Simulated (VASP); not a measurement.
The system is Cl2, in a box.

```
CELL_PARAMETERS angstrom
12.00000 0.00000 0.00000
0.00000 12.50000 0.00000
0.00000 0.00000 13.00000
ATOMIC_POSITIONS crystal
Cl 0.45000 0.47000 0.42332
Cl 0.45000 0.47000 0.57668
```

Base run:

* Program: VASP 6.6.1
* Functional: HSE06
* Potentials or basis: VASP PAW PBE potentials, release 64 (Cl)
* Cutoff: 450 eV
* k mesh: 1 × 1 × 1
* Occupations: gaussian, width 0.01 eV
* Spin: no spin polarisation

Its results: gap between the frontier levels 4.79 eV; largest force 0.559 eV/Å.

**Question.** After a change of settings the same cell gave: gap between the frontier levels 3.03 eV; largest force 0.249 eV/Å. Which change was it?
A. functional from HSE06 to PBEsol; cutoff from 450 eV to 300 eV
B. functional from HSE06 to PBE0
C. functional from HSE06 to r2SCAN

**Answer.** A.

HSE06 gives the wider gap, since exact exchange removes part of the self-interaction.

Caveats: the PAW data sets were made with another functional, which shifts forces and pressure a little.
